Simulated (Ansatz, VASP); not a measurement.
# Si3Cl8O2 (Si3Cl8O2 (Pnma)): VASP beside Ansatz, part 3 of 3

One calculation is typed for both programs; each brings its own data sets. How far apart do they land? Of the first pair: The structure shown is the start of the Ansatz relaxation below; VASP solves that cell, so the two are compared at the walk's first step.

VASP 6.6.1 and Ansatz 0.2.0.

So far. Step 3 (VASP: single point, PBEsol, start cell, pair 1): The run ends at a pressure of -0.61 GPa, with forces up to 0.18 eV/Å.

### Step 6. VASP: single point, PBEsol, relaxed cell, pair 2

Level of this step: PBEsol; plane waves and PAW (Si, Cl, O) (VASP).

The same cell, functional, mesh and smearing now go to VASP, with its own data sets.

Contents of INCAR:

```
SYSTEM = Si3Cl8O2
PREC = Accurate
ENCUT = 600
EDIFF = 1E-06
NELM = 120
ISMEAR = -1
SIGMA = 0.01
LREAL = Auto
ALGO = Normal
GGA = PS
NBANDS = 200
LORBIT = 11
LWAVE = .FALSE.
LCHARG = .FALSE.
ISIF = 2
LASPH = .TRUE.
GGA_COMPAT = .FALSE.
EFERMI = MIDGAP
KPAR = 8
```

Contents of POSCAR:

```
Si3Cl8O2
1.0
   11.3868428167      0.0000000000      0.0000000000
    0.0000000000     21.3306979875      0.0000000000
    0.0000000000      0.0000000000      6.5965973182
Si Cl O
12 32 8
Direct
    0.3164617368      0.2500000000      0.4585881762
    0.9054986096      0.1151820401      0.1335574116
    0.8164617368      0.2500000000      0.0414118238
    0.1835382632      0.7500000000      0.9585881762
    0.5945013904      0.8848179599      0.6335574116
    0.4054986096      0.3848179599      0.3664425884
    0.0945013904      0.6151820401      0.8664425884
    0.0945013904      0.8848179599      0.8664425884
    0.4054986096      0.1151820401      0.3664425884
    0.5945013904      0.6151820401      0.6335574116
    0.6835382632      0.7500000000      0.5414118238
    0.9054986096      0.3848179599      0.1335574116
    0.0590879859      0.1036635248      0.9830445610
    0.7244341233      0.5692404870      0.4849231689
    0.2755658767      0.0692404870      0.5150768311
    0.2244341233      0.9307595130      0.0150768311
    0.2244341233      0.5692404870      0.0150768311
    0.2755658767      0.4307595130      0.5150768311
    0.7755658767      0.4307595130      0.9849231689
    0.7755658767      0.0692404870      0.9849231689
    0.9207837238      0.4185124411      0.4188795408
    0.5792162762      0.5814875589      0.9188795408
    0.4207837238      0.0814875589      0.0811204592
    0.0792162762      0.9185124411      0.5811204592
    0.0792162762      0.5814875589      0.5811204592
    0.4207837238      0.4185124411      0.0811204592
    0.5792162762      0.9185124411      0.9188795408
    0.9207837238      0.0814875589      0.4188795408
    0.8501091937      0.2500000000      0.7397716530
    0.6498908063      0.7500000000      0.2397716530
    0.3501091937      0.2500000000      0.7602283470
    0.1498908063      0.7500000000      0.2602283470
    0.6408364953      0.2500000000      0.0883117078
    0.8591635047      0.7500000000      0.5883117078
    0.1408364953      0.2500000000      0.4116882922
    0.3591635047      0.7500000000      0.9116882922
    0.4409120141      0.8963364752      0.4830445610
    0.5590879859      0.3963364752      0.5169554390
    0.9409120141      0.6036635248      0.0169554390
    0.9409120141      0.8963364752      0.0169554390
    0.5590879859      0.1036635248      0.5169554390
    0.4409120141      0.6036635248      0.4830445610
    0.0590879859      0.3963364752      0.9830445610
    0.7244341233      0.9307595130      0.4849231689
    0.8749884795      0.1892854764      0.1489254946
    0.6250115205      0.6892854764      0.6489254946
    0.3749884795      0.1892854764      0.3510745054
    0.1250115205      0.8107145236      0.8510745054
    0.1250115205      0.6892854764      0.8510745054
    0.3749884795      0.3107145236      0.3510745054
    0.6250115205      0.8107145236      0.6489254946
    0.8749884795      0.3107145236      0.1489254946
```

Contents of KPOINTS:

```
Automatic mesh
0
Gamma
3 2 4
0 0 0
```

PAW data sets: Si, Cl and O (PBE family, release 64).

On the command line:

```console
> mpirun -np 8 vasp_std
```

Numbers of over 12 decimals in the logs are rounded to 6 here.

The log of the run:

```text
[banner, memory and clock lines left out]
running    8 mpi-ranks, on    1 nodes
[...]
[... a notice as in an earlier step ...]

 [... a notice as in an earlier step ...]

 LDA part: xc-table for (Slater+PW92), standard interpolation
 POSCAR, INCAR and KPOINTS ok, starting setup
[...]
entering main loop
       N       E                     dE             d eps       ncg     rms          rms(c)
DAV:   1     0.266538155799E+04    0.26654E+04   -0.14544E+05  4832   0.150E+03
DAV:   2     0.640847124021E+02   -0.26013E+04   -0.25351E+04  6144   0.280E+02
DAV:   3    -0.266096950445E+03   -0.33018E+03   -0.32880E+03  5752   0.112E+02
DAV:   4    -0.274268864219E+03   -0.81719E+01   -0.81368E+01  5760   0.200E+01
[...]
DAV:  15    -0.257774863064E+03   -0.14878E-05   -0.39852E-05  5448   0.136E-02    0.118E-02
DAV:  16    -0.257774868123E+03   -0.50588E-05   -0.38083E-06  4824   0.474E-03    0.658E-03
DAV:  17    -0.257774868764E+03   -0.64092E-06   -0.55090E-07  3672   0.194E-03
   1 F= -.25777487E+03 E0= -.25777487E+03  d E =0.000000E+00
```

OUTCAR, selected parts (step 6):

```text
  Total       -1.0176758      1.3820783     -1.2474042      0.0000000      0.0000000     -0.0000000
  in kB       -1.0176342      1.3820217     -1.2473531      0.0000000      0.0000000     -0.0000000
  external PRESSURE =      -0.2943219 kB  Pullay stress =       0.0000000 kB

 POSITION                                       TOTAL-FORCE (eV/Angst)
 -----------------------------------------------------------------------------------
      3.60350      5.33267      3.02512        -0.093882     -0.000000      0.067662
     10.31077      2.45691      0.88102         0.032637     -0.105816      0.013234
      9.29692      5.33267      0.27318        -0.093882     -0.000000     -0.067662
      2.08992     15.99802      6.32342         0.093882     -0.000000      0.067662
      6.76949     18.87378      4.17932        -0.032637      0.105816      0.013234
      4.61735      8.20844      2.41727         0.032637      0.105816     -0.013234
      1.07607     13.12226      5.71557        -0.032637     -0.105816     -0.013234
      1.07607     18.87378      5.71557        -0.032637      0.105816     -0.013234
      4.61735      2.45691      2.41727         0.032637     -0.105816     -0.013234
      6.76949     13.12226      4.17932        -0.032637     -0.105816      0.013234
      7.78334     15.99802      3.57148         0.093882     -0.000000     -0.067662
     10.31077      8.20844      0.88102         0.032637      0.105816      0.013234
      0.67283      2.21122      6.48475        -0.021621      0.001090      0.012753
      8.24902     12.14230      3.19884        -0.020036      0.012227      0.013941
[...]
-----------------------------------------------------------------------------------
    total drift:                               -0.000000      0.000000      0.000000

  FREE ENERGIE OF THE ION-ELECTRON SYSTEM (eV)
  ---------------------------------------------------
  free  energy   TOTEN  =      -257.7748687640 eV

  energy  without entropy=     -257.7748687640  energy(sigma->0) =     -257.77486876

[... 1 part as in an earlier step ...]

[... 2 further parts left out ...]
[key lines of the parts left out:]
E-fermi :   0.5256
```

The run ends at a pressure of -0.03 GPa, with forces up to 0.12 eV/Å.

### Step 7. Side by side

What differs besides the data sets and the points named for the pairs above, as far as they apply: the cutoff is 420 eV in Ansatz and 600 eV in VASP (PREC = Accurate, projectors in real space). Total energies have different zeros and are not compared.

Compared:

| quantity | Ansatz | VASP | difference |
| --- | --- | --- | --- |
| pressure (GPa) | 0.00 | -0.03 | +0.03 |
| gap on the k mesh (eV) | 5.590 | 5.629 | -0.039 |

Forces on 7 of the 52 atoms, those with the largest forces and the largest differences (eV/Å; atoms numbered as in POSCAR):

| atom | Ansatz x, y, z | VASP x, y, z |
| --- | --- | --- |
| Si1 | 0.001, 0.000, 0.000 | -0.094, 0.000, 0.068 |
| Si3 | 0.001, 0.000, 0.000 | -0.094, 0.000, -0.068 |
| Si4 | -0.001, 0.000, 0.000 | 0.094, 0.000, 0.068 |
| Si5 | 0.002, -0.003, -0.002 | -0.033, 0.106, 0.013 |
| Si6 | -0.002, -0.003, 0.002 | 0.033, 0.106, -0.013 |
| Si7 | 0.002, 0.003, 0.002 | -0.033, -0.106, -0.013 |
| Si11 | -0.001, 0.000, 0.000 | 0.094, 0.000, -0.068 |

The forces differ by 35 meV/Å r.m.s., where the r.m.s. force is 0.002 eV/Å in Ansatz and 0.034 eV/Å in VASP: the atoms lie near their places of rest in Ansatz, so a percentage would say little (all taken over all components). A gap on the mesh is an upper bound, since the band edges may lie between its points.

### Step 8. Results

| Property | Result |
| --- | --- |
| r.m.s. force difference (single point, PBEsol, start cell, pair 1) | 36 meV/Å |
| r.m.s. force difference (single point, PBEsol, relaxed cell, pair 2) | 35 meV/Å |

**Reading.** The r.m.s. force difference is 36 meV/Å (single point, PBEsol, start cell, pair 1), beyond the 12 meV/Å picked in this series as the mark of a large difference. What causes the difference of the single point, PBEsol, start cell, pair 1 pair stays open here. What causes the difference of the single point, PBEsol, relaxed cell, pair 2 pair stays open here. Such differences can come from data sets, numerical settings and the points named under the comparisons, not from the functional's error against experiment.

[Lines on the potential files, build, host, timing and source positions are cut from VASP's logs without a mark.]

[Logs are printed without paths, hosts, clocks, repeated set-up lines and the standing remarks that a program may print on its own settings, such as how far it seeks lower states.]

[Hosts, paths, dates, database ids (printed as entryN), source tags and the programs' standing remarks are cut or masked in the printed files.]
